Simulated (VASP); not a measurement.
Consider the following.

```yaml
crystal:
  lattice:
    - [4.25862, 0.00000, 0.00000]
    - [-2.12931, 3.68807, 0.00000]
    - [0.00000, 0.00000, 6.97482]
  atoms:
    - { symbol: Sr, position: [0.33333, 0.66667, 0.25000] }
    - { symbol: Sr, position: [0.66667, 0.33333, 0.75000] }
```

The numbers are results of PBEsol GGA, VASP's PBE PAW potentials (set 64) (plane waves; VASP), not measurements. Settings: 300 eV cut-off, 12×12×7 Γ-centred mesh, Gaussian smearing of 0.27 eV, potentials Sr_sv.

Question: Give the energies of bands 9 to 13 at the high-symmetry points, in eV from the Fermi level.

Answer: 
```csv
band,Γ,M,K,A,L,H
9,-3.65,-1.10,-0.22,-2.70,-0.79,0.15
10,-1.13,-0.51,-0.22,-2.70,-0.79,0.15
11,0.09,0.09,-0.07,1.29,0.28,0.27
12,2.31,0.27,0.39,1.29,0.28,0.27
13,2.33,1.34,1.37,2.32,1.35,0.47
```

It has no gap at this level: it comes out as a metal or semimetal.

The structure comes from a computed database's Sr entry; how it stands against other phases isn't given here. The cell was not relaxed at this level.
